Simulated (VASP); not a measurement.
Consider the following.

```xyz
2
Lattice="0.0000 2.2276 2.2276 2.2276 0.0000 2.2276 2.2276 2.2276 0.0000" Properties=species:S:1:pos:R:3 pbc="T T T"
Ta     0.0000     0.0000     0.0000
C      2.2276     2.2276     2.2276
```

All values below come from vdW-DF-cx, VASP's PBE PAW potentials (set 64) (plane waves; VASP). Numerical set-up: 520 eV cut-off, Gaussian smearing of 0.050 eV, potentials Ta_pv C.

Problem. Give the energies of bands 5 to 10 at the high-symmetry points, in eV from the Fermi level.

Solution. 
```tsv
band	Γ	X	U	L	W
5	-1.38	-4.62	-5.92	-8.76	-5.31
6	-1.38	-4.58	-4.90	-5.50	-5.00
7	-1.38	-1.77	-3.85	-5.50	-5.00
8	-0.48	-1.77	-0.64	2.68	1.59
9	-0.48	2.58	3.11	2.68	1.59
10	-0.48	4.04	3.96	3.67	4.05
```

It has no gap at this level: it comes out as a metal or semimetal.

The compound is TaC in the rock salt structure. It was relaxed first. The electron count is odd and the run is not spin-polarised, which forces a metal.
